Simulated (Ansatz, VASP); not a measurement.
# HfCdO3: VASP beside Ansatz, part 2 of 3

One calculation is typed for both programs; each brings its own data sets. How far apart do they land? The cell is generated by rule, not measured, and may not be a known phase. The cell is taken from a series of runs on this material, whose earlier steps may have relaxed, scaled, displaced or heated it; both programs get it as it stands.

VASP 6.6.1 and Ansatz 0.2.0.

So far: The starting structure; VASP: zone-centre phonons, PBEsol.

### Step 2. VASP: zone-centre phonons, PBEsol (continued)

Level of this step: PBEsol; plane waves and PAW (Cd, Hf_pv, O); invented cell (VASP).

From OUTCAR (step 2):

```text
ion  position               nearest neighbor table
   1  0.000  0.712  0.520-   9 2.37   7 2.37   7 2.37  10 2.45   8 2.47   8 2.47   4 3.35   4 3.35
                             3 3.36   3 3.36   3 3.52   3 3.52   4 3.63   4 3.63   2 3.71   2 3.71
   2  0.000  0.288  0.020-  10 2.37   6 2.37   6 2.37   9 2.45   5 2.47   5 2.47   3 3.35   3 3.35
                             4 3.36   4 3.36   4 3.52   4 3.52   3 3.63   3 3.63   1 3.71   1 3.71
   3  0.500  0.759  0.002-   5 2.02   9 2.02   9 2.02   7 2.05   8 2.13   6 2.24   2 3.35   2 3.35
                             1 3.36   1 3.36   1 3.52   1 3.52   2 3.63   2 3.63
   4  0.500  0.241  0.502-   8 2.02  10 2.02  10 2.02   6 2.05   5 2.13   7 2.24   1 3.35   1 3.35
                             2 3.36   2 3.36   2 3.52   2 3.52   1 3.63   1 3.63
   5  0.500  0.072  0.164-   3 2.02   4 2.13   2 2.47   2 2.47
   6  0.500  0.412  0.822-   4 2.05   3 2.24   2 2.37   2 2.37
   7  0.500  0.588  0.322-   3 2.05   4 2.24   1 2.37   1 2.37
   8  0.500  0.928  0.664-   4 2.02   3 2.13   1 2.47   1 2.47
   9  0.000  0.707  0.943-   3 2.02   3 2.02   1 2.37   2 2.45
  10  0.000  0.293  0.443-   4 2.02   4 2.02   2 2.37   1 2.45

  LATTYP: Found a simple orthorhombic cell.
 ALAT       =     3.9407115655
 B/A-ratio  =     1.4240743977
 C/A-ratio  =     1.4592938578

 Subroutine GETGRP returns: Found  4 space group operations
 (whereof  2 operations were pure point group operations)

The static configuration has the point symmetry C_1h.
 The point group associated with its full space group is C_2v.

 Found     36 irreducible k-points:

   k-points           NKPTS =     36   k-points in BZ     NKDIM =     36   number of bands    NBANDS=     50

   dimension x,y,z NGX =    32 NGY =   48 NGZ =   48
   dimension x,y,z NGXF=    64 NGYF=   96 NGZF=   96

   ENCUT  =  600.0 eV  44.10 Ry    6.64 a.u.   7.87 11.49 11.21*2*pi/ulx,y,z

   NELECT =      80.0000    total number of electrons

 k-points in reciprocal lattice and weights: Automatic mesh
   0.00000000  0.00000000  0.00000000       0.010
   0.16666667  0.00000000  0.00000000       0.021
   0.33333333  0.00000000  0.00000000       0.021
   0.50000000  0.00000000  0.00000000       0.010
   0.00000000  0.25000000  0.00000000       0.021
   0.16666667  0.25000000  0.00000000       0.042
   0.33333333  0.25000000  0.00000000       0.042
   0.50000000  0.25000000  0.00000000       0.021
   0.00000000  0.50000000  0.00000000       0.010
[...]
0.33333333  0.50000000  0.50000000       0.021
   0.50000000  0.50000000  0.50000000       0.010

 average (electrostatic) potential at core
       1 -37.6047       2 -37.6047       3 -38.0891       4 -38.0891       5 -71.3260
       6 -71.2665       7 -71.2665       8 -71.3260       9 -71.6455      10 -71.6455

   2 f  =   19.156498 THz   120.363827 2PiTHz  638.991993 cm-1    79.224874 meV
             X         Y         Z           dx          dy          dz
      0.000000  4.092655  2.919734     0.003047   -0.000000    0.000000
      0.000000  1.658001  0.113800     0.003047   -0.000000   -0.000000
      1.970356  4.363248  0.009963    -0.132894   -0.000000   -0.000000
      1.970356  1.387408  2.815896    -0.132894    0.000000    0.000000
      1.970356  0.413780  0.918864    -0.081418   -0.000000   -0.000000
      1.970356  2.366604  4.612895    -0.155325    0.000000   -0.000000
      1.970356  3.384052  1.806962    -0.155325    0.000000    0.000000
      1.970356  5.336876  3.724797    -0.081418   -0.000000    0.000000
      0.000000  4.066166  5.290169     0.671993    0.000000    0.000000
      0.000000  1.684490  2.484236     0.671993    0.000000   -0.000000

   3 f  =   18.961441 THz   119.138246 2PiTHz  632.485581 cm-1    78.418182 meV
             X         Y         Z           dx          dy          dz
      0.000000  4.092655  2.919734    -0.001220    0.000000   -0.000000
      0.000000  1.658001  0.113800     0.001220   -0.000000   -0.000000
      1.970356  4.363248  0.009963    -0.140349   -0.000000    0.000000
      1.970356  1.387408  2.815896     0.140349   -0.000000   -0.000000
      1.970356  0.413780  0.918864     0.049098    0.000000    0.000000
      1.970356  2.366604  4.612895    -0.062275    0.000000   -0.000000
      1.970356  3.384052  1.806962     0.062275    0.000000    0.000000
      1.970356  5.336876  3.724797    -0.049098   -0.000000    0.000000
      0.000000  4.066166  5.290169     0.688485   -0.000000    0.000000
      0.000000  1.684490  2.484236    -0.688485    0.000000    0.000000

   4 f  =   17.263835 THz   108.471872 2PiTHz  575.859539 cm-1    71.397451 meV
             X         Y         Z           dx          dy          dz
      0.000000  4.092655  2.919734     0.000000    0.004446    0.002776
      0.000000  1.658001  0.113800     0.000000   -0.004446    0.002776
      1.970356  4.363248  0.009963    -0.000000    0.087265    0.021282
      1.970356  1.387408  2.815896     0.000000   -0.087265    0.021282
      1.970356  0.413780  0.918864     0.000000   -0.490035   -0.373736
      1.970356  2.366604  4.612895    -0.000000    0.218713    0.234631
      1.970356  3.384052  1.806962    -0.000000   -0.218713    0.234631
      1.970356  5.336876  3.724797    -0.000000    0.490035   -0.373736
      0.000000  4.066166  5.290169     0.000000   -0.074092    0.060946
      0.000000  1.684490  2.484236    -0.000000    0.074092    0.060946

   5 f  =   15.598501 THz    98.008275 2PiTHz  520.310002 cm-1    64.510189 meV
             X         Y         Z           dx          dy          dz
      0.000000  4.092655  2.919734    -0.000000   -0.004856   -0.003551
      0.000000  1.658001  0.113800    -0.000000   -0.004856    0.003551
      1.970356  4.363248  0.009963     0.000000    0.087338   -0.028384
      1.970356  1.387408  2.815896     0.000000    0.087338    0.028384
      1.970356  0.413780  0.918864     0.000000   -0.324536   -0.169375
      1.970356  2.366604  4.612895     0.000000   -0.115695   -0.549208
      1.970356  3.384052  1.806962     0.000000   -0.115695    0.549208
      1.970356  5.336876  3.724797     0.000000   -0.324536    0.169375
      0.000000  4.066166  5.290169    -0.000000    0.161465   -0.128192
      0.000000  1.684490  2.484236    -0.000000    0.161465    0.128192

   6 f  =   15.586544 THz    97.933145 2PiTHz  519.911151 cm-1    64.460738 meV
             X         Y         Z           dx          dy          dz
      0.000000  4.092655  2.919734    -0.000000    0.014577    0.003784
      0.000000  1.658001  0.113800    -0.000000   -0.014577    0.003784
      1.970356  4.363248  0.009963     0.000000    0.026711   -0.087091
      1.970356  1.387408  2.815896    -0.000000   -0.026711   -0.087091
      1.970356  0.413780  0.918864    -0.000000    0.349354    0.027950
      1.970356  2.366604  4.612895     0.000000    0.366469    0.423426
      1.970356  3.384052  1.806962     0.000000   -0.366469    0.423426
      1.970356  5.336876  3.724797     0.000000   -0.349354    0.027950
      0.000000  4.066166  5.290169    -0.000000   -0.161475   -0.170240
      0.000000  1.684490  2.484236     0.000000    0.161475   -0.170240

   7 f  =   13.447451 THz    84.492824 2PiTHz  448.558667 cm-1    55.614162 meV
             X         Y         Z           dx          dy          dz
      0.000000  4.092655  2.919734     0.000000    0.016742   -0.006905
      0.000000  1.658001  0.113800     0.000000    0.016742    0.006905
      1.970356  4.363248  0.009963    -0.000000    0.000871   -0.037218
      1.970356  1.387408  2.815896     0.000000    0.000871    0.037218
      1.970356  0.413780  0.918864    -0.000000    0.248923   -0.485545
      1.970356  2.366604  4.612895    -0.000000   -0.412699    0.109940
      1.970356  3.384052  1.806962    -0.000000   -0.412699   -0.109940
      1.970356  5.336876  3.724797    -0.000000    0.248923    0.485545
      0.000000  4.066166  5.290169     0.000000    0.116438    0.067853
      0.000000  1.684490  2.484236    -0.000000    0.116438   -0.067853

   8 f  =   11.048703 THz    69.421049 2PiTHz  368.545068 cm-1    45.693744 meV
             X         Y         Z           dx          dy          dz
      0.000000  4.092655  2.919734    -0.000000    0.052862    0.000672
      0.000000  1.658001  0.113800     0.000000   -0.052862    0.000672
      1.970356  4.363248  0.009963    -0.000000    0.071383    0.002543
      1.970356  1.387408  2.815896    -0.000000   -0.071383    0.002543
      1.970356  0.413780  0.918864    -0.000000   -0.194348    0.352759
      1.970356  2.366604  4.612895     0.000000    0.454306   -0.325527
      1.970356  3.384052  1.806962     0.000000   -0.454306   -0.325527
      1.970356  5.336876  3.724797     0.000000    0.194348    0.352759
      0.000000  4.066166  5.290169    -0.000000   -0.126894   -0.037808
      0.000000  1.684490  2.484236     0.000000    0.126894   -0.037808

   9 f  =   10.314771 THz    64.809617 2PiTHz  344.063725 cm-1    42.658446 meV
             X         Y         Z           dx          dy          dz
      0.000000  4.092655  2.919734    -0.000000    0.007747    0.049550
      0.000000  1.658001  0.113800    -0.000000    0.007747   -0.049550
      1.970356  4.363248  0.009963     0.000000   -0.072078   -0.190088
      1.970356  1.387408  2.815896     0.000000   -0.072078    0.190088
      1.970356  0.413780  0.918864     0.000000   -0.115072    0.128100
      1.970356  2.366604  4.612895     0.000000   -0.013741    0.002963
      1.970356  3.384052  1.806962     0.000000   -0.013741   -0.002963
      1.970356  5.336876  3.724797     0.000000   -0.115072   -0.128100
      0.000000  4.066166  5.290169    -0.000000    0.348549    0.552106
      0.000000  1.684490  2.484236    -0.000000    0.348549   -0.552106
    [... 271 further lines ...]
      0.000000  4.066166  5.290169     0.154145    0.000000   -0.000000
      0.000000  1.684490  2.484236     0.154145    0.000000   -0.000000

 MACROSCOPIC STATIC DIELECTRIC TENSOR IONIC CONTRIBUTION
 ------------------------------------------------------
          14.634223     0.000000    -0.000000
           0.000000    21.690936     0.000000
          -0.000000     0.000000    19.033357
 ------------------------------------------------------

 ELASTIC MODULI CONTR FROM IONIC RELAXATION (kBar)
 Direction    XX          YY          ZZ          XY          YZ          ZX
 --------------------------------------------------------------------------------
 XX        -885.3757    205.1385     51.4080      0.0000      0.0000      0.0000
 YY         205.1385   -820.6589    -54.4269     -0.0000      0.0000      0.0000
 ZZ          51.4080    -54.4269   -701.2752     -0.0000      0.0000     -0.0000
 XY           0.0000     -0.0000     -0.0000   -224.1727      0.0000      0.0000
 YZ           0.0000      0.0000      0.0000      0.0000   -364.4663      0.0000
 ZX           0.0000      0.0000     -0.0000      0.0000      0.0000   -164.4532
 --------------------------------------------------------------------------------

 PIEZOELECTRIC TENSOR IONIC CONTR  for field in x, y, z        (C/m^2)
          XX          YY          ZZ          XY          YZ          ZX
  --------------------------------------------------------------------------------
  x     0.00000    -0.00000    -0.00000    -0.00000    -0.00000    -0.80469
  y    -0.00000     0.00000     0.00000    -0.00000     0.96209     0.00000
  z    -1.10630     0.58414     1.94778     0.00000    -0.00000    -0.00000
```

[end of part 2 of 3]

[Lines on the potential files, build, host, timing and source positions are cut from VASP's logs without a mark.]

[Logs are printed without paths, hosts, clocks, repeated set-up lines and the standing remarks that a program may print on its own settings, such as how far it seeks lower states.]

[Hosts, paths, dates, database ids (printed as entryN), source tags and the programs' standing remarks are cut or masked in the printed files.]
